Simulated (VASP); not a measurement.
An input for Ansatz (written as the equivalent of a VASP run, and not itself run):

Ansatz 0.2 input:
```yaml
crystal:
  lattice:
    - [2.7833583, 0.0000000, 0.0000000]
    - [0.0000000, 2.7833583, 0.0000000]
    - [0.0000000, 0.0000000, 2.7833583]
  atoms:
    - { symbol: Al, position: [0.5000000, 0.5000000, 0.5000000] }
    - { symbol: Fe, position: [0.0000000, 0.0000000, 0.0000000] }
kpoints:
  mp_grid: { grid: [13, 13, 13] }
hamiltonian:
  xc: pbe
  pseudopotentials: { kind: paw }
scf:
  occupations: { method: methfessel_paxton, width: 0.1 }
  max_iter: 100
relax:
  max_steps: 40
  f_tol: 0.02
  cell: { p_target: 30 }
output: { forces: true, stress: true, eigenvalues: true }
```

Translate this input to VASP (INCAR, KPOINTS, POSCAR, choice of POTCAR).

Several could match; the one computed here: 
KPOINTS:
```
Automatic mesh
0
Gamma
13 13 13
0 0 0
```

### INCAR
```
SYSTEM = FeAl
PREC = Accurate; ENCUT = 500; LREAL = .FALSE.
LASPH = .TRUE.
EDIFF = 1E-6; NELM = 100; ALGO = Normal
LMAXMIX = 4
ISMEAR = 1; SIGMA = 0.1
GGA = PE
IBRION = 2; NSW = 40; ISIF = 3
EDIFFG = -0.02; PSTRESS = 300
LWAVE = .FALSE.; LCHARG = .FALSE.
```

### POSCAR
```
FeAl
1
    2.7833583043     0.0000000000     0.0000000000
    0.0000000000     2.7833583043     0.0000000000
    0.0000000000     0.0000000000     2.7833583043
Al Fe
1 1
Direct
  0.5000000000   0.5000000000   0.5000000000
  0.0000000000   0.0000000000   0.0000000000
```

POTCAR, in this order: Al Fe (PBE.64 set). Program: vasp_std.

Limits of the translation: each code has its own PAW files, so the cut-off isn't converted (ENCUT is set for VASP's; basis.ecutwfc is left out, and Ansatz then takes the one that its files recommend); Ansatz stops its SCF on the density residual and VASP on the energy change (EDIFF).

The compound is FeAl in the CsCl type structure. This run relaxes it under an external pressure of 30 GPa. Symmetry was kept, so distortions that lower it aren't found.
